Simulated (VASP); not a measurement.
# Core-hole spectrum of CsGeCl3, part 2 of 3

Aim: an X-ray absorption edge of CsGeCl3 by the supercell core-hole method. The cell has space group R3m, a computed entry that need not be the common form of this compound. The start is a computed cell from the Materials Project.

VASP 6.6.1, plane waves and PAW; the level of theory is named at each step.

So far: The starting structure; Supercell without a hole.

### 3. K edge, Wyckoff site Ge a, full hole, excited electron kept

This step: supercell core-hole method, LDA, full hole, excited electron kept; plane waves and PAW (Ge_d, Cs_sv, Ge_d, Cl) (VASP 6.6.1).

One core electron of the first atom, a species of its own in POSCAR, is moved to the lowest empty state, so the cell stays neutral. NBANDS covers the range above the edge.

Input file INCAR:

```
SYSTEM = CsGeCl3
PREC = Accurate
ENCUT = 400
EDIFF = 1E-06
NELM = 100
ISMEAR = 0
SIGMA = 0.05
LREAL = Auto
ALGO = Normal
GGA = CA
LWAVE = .FALSE.
LCHARG = .FALSE.
ICORELEVEL = 2
CLNT = 1
CLN = 1
CLL = 0
CLZ = 1
CH_LSPEC = .TRUE.
CH_NEDOS = 1500
CH_SIGMA = 1
NBANDS = 920
```

Input file POSCAR:

```
CsGeCl3
1.0
    7.6936327814      4.4419209574      6.3566010672
   -7.6936327814      4.4419209574      6.3566010672
    0.0000000000     -8.8838419148      6.3566010672
Ge Cs Ge Cl
1 8 7 24
Direct
    0.2577665750      0.2577665750      0.2577665750
    0.4992016750      0.4992016750      0.4992016750
    0.4992016750      0.4992016750      0.9992016750
    0.4992016750      0.9992016750      0.4992016750
    0.4992016750      0.9992016750      0.9992016750
    0.9992016750      0.4992016750      0.4992016750
    0.9992016750      0.4992016750      0.9992016750
    0.9992016750      0.9992016750      0.4992016750
    0.9992016750      0.9992016750      0.9992016750
    0.2577665750      0.2577665750      0.7577665750
    0.2577665750      0.7577665750      0.2577665750
    0.2577665750      0.7577665750      0.7577665750
    0.7577665750      0.2577665750      0.2577665750
    0.7577665750      0.2577665750      0.7577665750
    0.7577665750      0.7577665750      0.2577665750
    0.7577665750      0.7577665750      0.7577665750
    0.2483563350      0.2483563350      0.4743190850
    0.2483563350      0.2483563350      0.9743190850
    0.2483563350      0.7483563350      0.4743190850
    0.2483563350      0.7483563350      0.9743190850
    0.7483563350      0.2483563350      0.4743190850
    0.7483563350      0.2483563350      0.9743190850
    0.7483563350      0.7483563350      0.4743190850
    0.7483563350      0.7483563350      0.9743190850
    0.2483563350      0.4743190850      0.2483563350
    0.2483563350      0.4743190850      0.7483563350
    0.2483563350      0.9743190850      0.2483563350
    0.2483563350      0.9743190850      0.7483563350
    0.7483563350      0.4743190850      0.2483563350
    0.7483563350      0.4743190850      0.7483563350
    0.7483563350      0.9743190850      0.2483563350
    0.7483563350      0.9743190850      0.7483563350
    0.4743190850      0.2483563350      0.2483563350
    0.4743190850      0.2483563350      0.7483563350
    0.4743190850      0.7483563350      0.2483563350
    0.4743190850      0.7483563350      0.7483563350
    0.9743190850      0.2483563350      0.2483563350
    0.9743190850      0.2483563350      0.7483563350
    0.9743190850      0.7483563350      0.2483563350
    0.9743190850      0.7483563350      0.7483563350
```

Input file KPOINTS:

```
Automatic mesh
0
Gamma
2 2 2
0 0 0
```

PAW data sets: Ge_d, Cs_sv, Ge_d and Cl (PBE family, release 64).

Run with:

```
$ mpirun -np 8 vasp_std
```

Log:

```text
[banner, memory and clock lines left out]
running    8 mpi-ranks, on    1 nodes
 distrk:  each k-point on    8 cores,    1 groups
 distr:  one band on    1 cores,    8 groups

 POSCAR found type information on POSCAR GeCsGeCl
 POSCAR found :  4 types and      40 ions
 [... a notice as in an earlier step ...]

 [... a notice as in an earlier step ...]

 LDA part: xc-table for (Slater(with rela. corr.)+CA(PZ))
 , standard interpolation
 POSCAR, INCAR and KPOINTS ok, starting setup
 FFT: planning ... GRIDC
 FFT: planning ... GRID_SOFT
 FFT: planning ... GRID
 WAVECAR not read
 entering main loop
       N       E                     dE             d eps       ncg     rms          rms(c)
DAV:   1     0.277998652378E+04    0.27800E+04   -0.75431E+04  9088   0.460E+02
DAV:   2     0.165942884318E+03   -0.26140E+04   -0.21132E+04  7360   0.122E+02
DAV:   3    -0.414897310455E+03   -0.58084E+03   -0.54442E+03  8848   0.561E+01
DAV:   4    -0.434661050441E+03   -0.19764E+02   -0.19645E+02  8568   0.103E+01
DAV:   5    -0.434871820708E+03   -0.21077E+00   -0.21071E+00  8856   0.112E+00    0.230E+01
DAV:   6    -0.431564213140E+03    0.33076E+01   -0.34515E-01 11592   0.153E+00    0.133E+01
DAV:   7    -0.431279256345E+03    0.28496E+00   -0.77795E-01  9632   0.681E-01    0.386E+00
DAV:   8    -0.431240310434E+03    0.38946E-01   -0.11151E-01 10336   0.393E-01    0.484E-01
DAV:   9    -0.431237460532E+03    0.28499E-02   -0.15216E-02  9464   0.136E-01    0.289E-01
DAV:  10    -0.431237279987E+03    0.18055E-03   -0.12889E-03  8968   0.275E-02    0.166E-01
DAV:  11    -0.431237190053E+03    0.89933E-04   -0.16681E-04  9648   0.133E-02    0.307E-02
DAV:  12    -0.431237187245E+03    0.28080E-05   -0.47995E-05  8896   0.496E-03    0.144E-02
DAV:  13    -0.431237184884E+03    0.23619E-05   -0.21558E-06  8400   0.165E-03    0.467E-03
DAV:  14    -0.431237184500E+03    0.38400E-06   -0.77843E-07  9024   0.807E-04
   1 F= -.43123718E+03 E0= -.43122118E+03  d E =-.320161E-01
 Starting Core_Hole_Spec
 Ending Core_Hole_Spec
```

The job ended after 11 min (8 MPI ranks of Intel Xeon Platinum 8559C (Emerald Rapids), shared host; peak memory 3.2 GiB).

Parts of OUTCAR (step 3):

```text
The static configuration has the point symmetry C_3v.

 Found      4 irreducible k-points:

   k-points           NKPTS =      4   k-points in BZ     NKDIM =      4   number of bands    NBANDS=    920

   NELECT =     353.0000    total number of electrons

 the core state eigenenergies are
   1-  1s -11416.9254  2s  -1486.6508  2p  -1332.4077  3s   -188.4779  3p   -135.3832

   2-  1s -35783.4341  2s  -5606.8258  2p  -5028.2201  3s  -1160.2300  3p   -974.1309
       3d   -701.2317  4s   -213.3543  4p   -153.8753  4d    -67.3511
   3-  1s -35783.4220  2s  -5606.8137  2p  -5028.2080  3s  -1160.2179  3p   -974.1187
       3d   -701.2196  4s   -213.3421  4p   -153.8631  4d    -67.3389
   4-  1s -35783.4220  2s  -5606.8137  2p  -5028.2080  3s  -1160.2179  3p   -974.1187
       3d   -701.2196  4s   -213.3421  4p   -153.8631  4d    -67.3389
   5-  1s -35783.4041  2s  -5606.7957  2p  -5028.1900  3s  -1160.1999  3p   -974.1008
       3d   -701.2016  4s   -213.3242  4p   -153.8453  4d    -67.3211
   6-  1s -35783.4220  2s  -5606.8137  2p  -5028.2080  3s  -1160.2179  3p   -974.1187
       3d   -701.2196  4s   -213.3421  4p   -153.8631  4d    -67.3389
   7-  1s -35783.4041  2s  -5606.7957  2p  -5028.1900  3s  -1160.1999  3p   -974.1008
       3d   -701.2016  4s   -213.3242  4p   -153.8453  4d    -67.3211
   8-  1s -35783.4041  2s  -5606.7957  2p  -5028.1900  3s  -1160.1999  3p   -974.1008
       3d   -701.2016  4s   -213.3242  4p   -153.8453  4d    -67.3211
   9-  1s -35783.3880  2s  -5606.7797  2p  -5028.1740  3s  -1160.1840  3p   -974.0849
       3d   -701.1857  4s   -213.3084  4p   -153.8294  4d    -67.3052
  10-  1s -10953.7459  2s  -1365.4557  2p  -1192.3360  3s   -162.2400  3p   -109.3679

  11-  1s -10953.7459  2s  -1365.4557  2p  -1192.3360  3s   -162.2400  3p   -109.3679

  12-  1s -10953.7888  2s  -1365.4963  2p  -1192.3771  3s   -162.2810  3p   -109.4090

  13-  1s -10953.7459  2s  -1365.4557  2p  -1192.3360  3s   -162.2400  3p   -109.3679

  14-  1s -10953.7888  2s  -1365.4963  2p  -1192.3771  3s   -162.2810  3p   -109.4090

  15-  1s -10953.7888  2s  -1365.4963  2p  -1192.3771  3s   -162.2810  3p   -109.4090

  16-  1s -10953.7945  2s  -1365.5019  2p  -1192.3827  3s   -162.2865  3p   -109.4146

  17-  1s  -2743.5378  2s   -245.1847  2p   -184.0977
  18-  1s  -2743.1273  2s   -244.8106  2p   -183.7195
  19-  1s  -2743.0700  2s   -244.7657  2p   -183.6731
  20-  1s  -2743.0700  2s   -244.7666  2p   -183.6739
  21-  1s  -2743.0700  2s   -244.7657  2p   -183.6731
  22-  1s  -2743.0700  2s   -244.7666  2p   -183.6739
  23-  1s  -2743.0729  2s   -244.7698  2p   -183.6771
  24-  1s  -2743.0718  2s   -244.7686  2p   -183.6759
  25-  1s  -2743.5378  2s   -245.1847  2p   -184.0977
  26-  1s  -2743.0700  2s   -244.7657  2p   -183.6731
  27-  1s  -2743.1273  2s   -244.8106  2p   -183.7195
  28-  1s  -2743.0700  2s   -244.7666  2p   -183.6739
  29-  1s  -2743.0700  2s   -244.7657  2p   -183.6731
  30-  1s  -2743.0729  2s   -244.7698  2p   -183.6771
  31-  1s  -2743.0700  2s   -244.7666  2p   -183.6739
  32-  1s  -2743.0718  2s   -244.7686  2p   -183.6759
  33-  1s  -2743.5378  2s   -245.1847  2p   -184.0977
  34-  1s  -2743.0700  2s   -244.7657  2p   -183.6731
  35-  1s  -2743.0700  2s   -244.7657  2p   -183.6731
  36-  1s  -2743.0729  2s   -244.7698  2p   -183.6771
  37-  1s  -2743.1273  2s   -244.8106  2p   -183.7195
  38-  1s  -2743.0700  2s   -244.7666  2p   -183.6739
  39-  1s  -2743.0700  2s   -244.7666  2p   -183.6739
  40-  1s  -2743.0718  2s   -244.7686  2p   -183.6759

 E-fermi :   2.4495

 k-point     1 :       0.0000    0.0000    0.0000
  band No.  band energies     occupation
    ...
    175       0.4657      2.00000
    176       1.1192      2.00000
    177       2.4263      1.48949
    178       2.4478      1.03760
    179       2.4478      1.03760
    180       3.3243      0.00000
    181       3.3427      0.00000
    182       3.3427      0.00000
    183       3.5941      0.00000
    184       3.5941      0.00000
    ...

 k-point     2 :       0.5000   -0.0000   -0.0000
  band No.  band energies     occupation
    ...
    173      -0.0900      2.00000
    174      -0.0590      2.00000
    175       0.5225      2.00000
    176       0.6811      2.00000
    177       2.4528      0.92518
    178       2.4835      0.33622
    179       3.3250      0.00000
    180       3.4033      0.00000
    181       3.4205      0.00000
    182       3.6177      0.00000
    ...

  Total      -15.9076122    -15.9076122    -16.5904175      0.0000000      0.0000000     -0.0000000
  in kB      -19.5540666    -19.5540666    -20.3933894      0.0000000      0.0000000     -0.0000000
  external PRESSURE =     -19.8338409 kB  Pullay stress =       0.0000000 kB

 POSITION                                       TOTAL-FORCE (eV/Angst)
 -----------------------------------------------------------------------------------
      0.00000      0.00000      4.91556         0.000000      0.000000      0.050734
      0.00000      0.00000      9.51968         0.000000      0.000000      0.023903
      0.00000     -4.44192     12.69798         0.000000      0.019638     -0.008621
     -3.84682      2.22096     12.69798         0.017007     -0.009819     -0.008621
     -3.84682     -2.22096     15.87628         0.001422      0.000821     -0.016049
      3.84682      2.22096     12.69798        -0.017007     -0.009819     -0.008621
      3.84682     -2.22096     15.87628        -0.001422      0.000821     -0.016049
      0.00000      4.44192     15.87628         0.000000     -0.001642     -0.016049
      0.00000      0.00000     19.05458         0.000000      0.000000     -0.000406
      0.00000     -4.44192      8.09386         0.000000      0.171527     -0.218236
     -3.84682      2.22096      8.09386         0.148547     -0.085764     -0.218236
     -3.84682     -2.22096     11.27216        -0.000641     -0.000370     -0.119509
      3.84682      2.22096      8.09386        -0.148547     -0.085764     -0.218236
      3.84682     -2.22096     11.27216         0.000641     -0.000370     -0.119509
      0.00000      4.44192     11.27216         0.000000      0.000740     -0.119509
      0.00000      0.00000     14.45046         0.000000     -0.000000     -0.109578
      0.00000     -2.00742      6.17246         0.000000     -0.032586     -0.040604
      0.00000     -6.44934      9.35076         0.000000     -0.267673      0.176802
     -3.84682      0.21354      9.35076         0.007322     -0.049360      0.037103
     -3.84682     -4.22838     12.52906         0.006680     -0.048568      0.041890
      3.84682      0.21354      9.35076        -0.007322     -0.049360      0.037103
      3.84682     -4.22838     12.52906        -0.006680     -0.048568      0.041890
      0.00000      2.43450     12.52906         0.000000     -0.041842      0.041981
      0.00000     -2.00742     15.70736         0.000000     -0.036401      0.038032
     -1.73847      1.00371      6.17246        -0.028220      0.016293     -0.040604
     -1.73847     -3.43821      9.35076        -0.039086      0.031021      0.037103
     -5.58529      3.22467      9.35076        -0.231811      0.133836      0.176802
     -5.58529     -1.21725     12.52906        -0.038722      0.030069      0.041890
      2.10834      3.22467      9.35076        -0.046408      0.018339      0.037103
      2.10834     -1.21725     12.52906        -0.036237      0.020921      0.041981
     -1.73847      5.44563     12.52906        -0.045401      0.018499      0.041890
     -1.73847      1.00371     15.70736        -0.031524      0.018200      0.038032
      1.73847      1.00371      6.17246         0.028220      0.016293     -0.040604
      1.73847     -3.43821      9.35076         0.039086      0.031021      0.037103
     -2.10834      3.22467      9.35076         0.046408      0.018339      0.037103
     -2.10834     -1.21725     12.52906         0.036237      0.020921      0.041981
      5.58529      3.22467      9.35076         0.231811      0.133836      0.176802
      5.58529     -1.21725     12.52906         0.038722      0.030069      0.041890
      1.73847      5.44563     12.52906         0.045401      0.018499      0.041890
      1.73847      1.00371     15.70736         0.031524      0.018200      0.038032
 -----------------------------------------------------------------------------------
    total drift:                                0.000000     -0.000230     -0.010581

  FREE ENERGIE OF THE ION-ELECTRON SYSTEM (eV)
  ---------------------------------------------------
  free  energy   TOTEN  =      -431.2371844996 eV

  energy  without entropy=     -431.2051684027  energy(sigma->0) =     -431.22117645

[... 7 parts as in an earlier step ...]

[... 2 further parts left out ...]
```

This run has no spin polarisation.

This step gave:

| Item | Value |
| --- | --- |
| free energy (TOTEN) | -431.2372 eV |
| energy at zero smearing | -431.2212 eV |
| Fermi energy | 2.450 eV |
| pressure | -1.983 GPa |

Smoothed further by a Gaussian, to a width of roughly 2 to 2.4 eV in all; heights scale with one over the cell volume; the energy axis is the program's own, and the fall at its high end is where NBANDS ends. Imaginary dielectric function times 10^5 against photon energy; read off at these points:

| photon energy (eV) | xx | zz |
| --- | --- | --- |
| 10958.2 | 3.0e-6 | 3.0e-6 |
| 10959.8 | 4.1e-4 | 3.9e-4 |
| 10961.4 | 0.00801 | 0.00734 |
| 10963.0 | 0.0196 | 0.0177 |
| 10964.6 | 0.00856 | 0.00797 |
| 10965.4 | 0.00541 | 0.00518 |
| 10967.0 | 0.00266 | 0.00245 |
| 10968.6 | 0.00146 | 0.00127 |
| 10970.1 | 0.00231 | 0.00208 |
| 10971.7 | 0.00234 | 0.00326 |
| 10973.3 | 0.00212 | 0.00326 |
| 10974.9 | 0.00335 | 0.00313 |
| 10976.5 | 0.00388 | 0.00308 |
| 10977.3 | 0.00394 | 0.00315 |
| 10978.1 | 0.00391 | 0.00323 |
| 10979.7 | 0.00325 | 0.00339 |
| 10980.5 | 0.00311 | 0.00365 |
| 10982.1 | 0.00280 | 0.00323 |
| 10983.7 | 0.00249 | 0.00244 |
| 10985.2 | 0.00292 | 0.00252 |
| 10986.8 | 0.00298 | 0.00319 |
| 10988.4 | 0.00287 | 0.00278 |
| 10990.0 | 0.00264 | 0.00269 |
| 10991.6 | 0.00272 | 0.00294 |
| 10993.2 | 0.00349 | 0.00347 |
| 10994.8 | 0.0024 | 0.00272 |
| 10995.6 | 0.00186 | 0.00201 |
| 10997.2 | 6.0e-4 | 4.9e-4 |
| 10998.8 | 3.3e-5 | 2.1e-5 |
| 11000.3 | 0 | 0 |
| 11001.9 | 0 | 0 |

The smoothed xx curve reaches a tenth of its top at about 10960 eV.

(Continued in part 3 of 3.)

[Lines on the potential files, build, host, timing and source positions are cut from VASP's logs without a mark.]

[Logs are printed without paths, hosts, clocks, repeated set-up lines and the standing remarks that a program may print on its own settings, such as how far it seeks lower states.]

[Hosts, paths, dates, database ids (printed as entryN), source tags and the programs' standing remarks are cut or masked in the printed files.]
